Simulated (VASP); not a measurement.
A convergence study with VASP on KBr (rock salt): one setting is varied, all else stays as given below, so the limit is that of these other settings.

```yaml
crystal:
  lattice:
    - [0.00000, 3.30000, 3.30000]
    - [3.30000, 0.00000, 3.30000]
    - [3.30000, 3.30000, 0.00000]
  atoms:
    - { symbol: K, position: [0.00000, 0.00000, 0.00000] }
    - { symbol: Br, position: [0.50000, 0.50000, 0.50000] }
```

Level of theory: PBE GGA, VASP's PBE PAW potentials (set 64) (plane waves; VASP 6.6.1). The tightest run used: 550 eV cut-off, 16×16×16 Γ-centred mesh, Gaussian smearing of 0.050 eV, potentials K_sv Br.

The reference is 16×16×16 mesh, which took about 90 core-seconds. Costs are core time on shared hosts, one run each; read them as rough ratios.

**Question.** Of the settings 1×1×1 mesh; 2×2×2 mesh; 3×3×3 mesh; 4×4×4 mesh; 5×5×5 mesh; 6×6×6 mesh; 7×7×7 mesh; 8×8×8 mesh; 9×9×9 mesh; 10×10×10 mesh; 11×11×11 mesh; 12×12×12 mesh; 13×13×13 mesh; 14×14×14 mesh; 15×15×15 mesh; 16×16×16 mesh, which is the lowest that keeps the difference from the reference in E (eV/atom) within 0.001 from there on, and what does it cost?

**Answer.** 4×4×4 mesh; its cost over the reference is about 1/10.
| setting | difference in E (eV/atom) | cost over the reference |
|---|---|---|
| 1×1×1 mesh | 1.6105 | about 1/20 |
| 2×2×2 mesh | 0.0526 | about 1/20 |
| 3×3×3 mesh | 0.0027 | about 1/20 |
| 4×4×4 mesh | 0.0002 | about 1/10 |
| 5×5×5 mesh | 0.0000 | about 1/10 |
| 6×6×6 mesh | 0.0000 | about 1/7 |
| 7×7×7 mesh | 0.0000 | about 1/6 |
| 8×8×8 mesh | 0.0000 | about 1/4 |
| 9×9×9 mesh | 0.0000 | about 1/4 |
| 10×10×10 mesh | 0.0000 | about 1/3 |
| 11×11×11 mesh | 0.0000 | about 1/3 |
| 12×12×12 mesh | 0.0000 | about 1/2 |
| 13×13×13 mesh | 0.0000 | within a factor of 2 |
| 14×14×14 mesh | 0.0000 | within a factor of 2 |
| 15×15×15 mesh | 0.0000 | within a factor of 2 |
| 16×16×16 mesh | 0.0000 | reference |

Left out are rungs that failed or repeat a setting and relaxations that didn't move; long series are thinned to 24 rows.

The compound is KBr in the rock salt structure. The cell was not relaxed at this level.
